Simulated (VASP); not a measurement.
Input:

```
CELL_PARAMETERS angstrom
      1.88682    -7.35134     0.00000
      1.88682     7.35134     0.00000
      0.00000     0.00000     3.75167
ATOMIC_POSITIONS crystal
  Hf 0.89575 0.10425 0.25000
  Hf 0.10425 0.89575 0.75000
  Ge 0.25010 0.74990 0.25000
  Ge 0.74990 0.25010 0.75000
  Ge 0.56142 0.43858 0.25000
  Ge 0.43858 0.56142 0.75000
```

These are PBEsol GGA, VASP's PBE PAW potentials (set 64) (plane waves; VASP 6.6.1) values and carry that method's errors. Settings: 400 eV cut-off, Gaussian smearing of 0.050 eV, potentials Hf_pv Ge_d.

Task: Give the energies of bands 31 to 44 at the high-symmetry points, in eV from the Fermi level.

Result: 
| band | Γ | Y | C0 | Z | A0 | T | S | R |
|---|---|---|---|---|---|---|---|---|
| 31 | -3.06 | -4.42 | -6.45 | -5.74 | -6.04 | -4.34 | -5.90 | -6.03 |
| 32 | -3.05 | -3.12 | -4.51 | -5.74 | -6.04 | -4.34 | -4.90 | -6.03 |
| 33 | -3.02 | -2.92 | -3.33 | -2.59 | -3.86 | -3.26 | -3.35 | -3.99 |
| 34 | -2.99 | -2.56 | -3.26 | -2.59 | -3.86 | -3.26 | -2.79 | -3.99 |
| 35 | -2.40 | -2.35 | -1.67 | -1.81 | -3.45 | -2.40 | -1.73 | -3.38 |
| 36 | -2.26 | -2.00 | -1.42 | -1.81 | -3.45 | -2.40 | -1.64 | -3.38 |
| 37 | -2.19 | -1.59 | -0.73 | 0.05 | -2.52 | -0.68 | -0.62 | -2.56 |
| 38 | -0.26 | -0.04 | -0.44 | 0.05 | -2.52 | -0.68 | -0.36 | -2.56 |
| 39 | 1.43 | 1.38 | -0.07 | 0.40 | 1.63 | -0.18 | -0.25 | 2.04 |
| 40 | 1.72 | 1.38 | 0.86 | 0.40 | 1.63 | -0.18 | 0.44 | 2.04 |
| 41 | 1.79 | 1.47 | 1.11 | 1.64 | 2.82 | 2.43 | 1.12 | 2.61 |
| 42 | 1.91 | 1.80 | 1.92 | 1.64 | 2.82 | 2.43 | 2.16 | 2.61 |
| 43 | 2.05 | 1.86 | 2.13 | 2.22 | 3.26 | 2.70 | 2.30 | 2.98 |
| 44 | 2.16 | 2.05 | 2.19 | 2.22 | 3.29 | 2.70 | 2.43 | 2.99 |

It has no gap at this level: it comes out as a metal or semimetal.

The structure comes from a measured HfGe2 entry (Cmcm) of the Crystallography Open Database, whose conditions weren't checked. It was relaxed first.
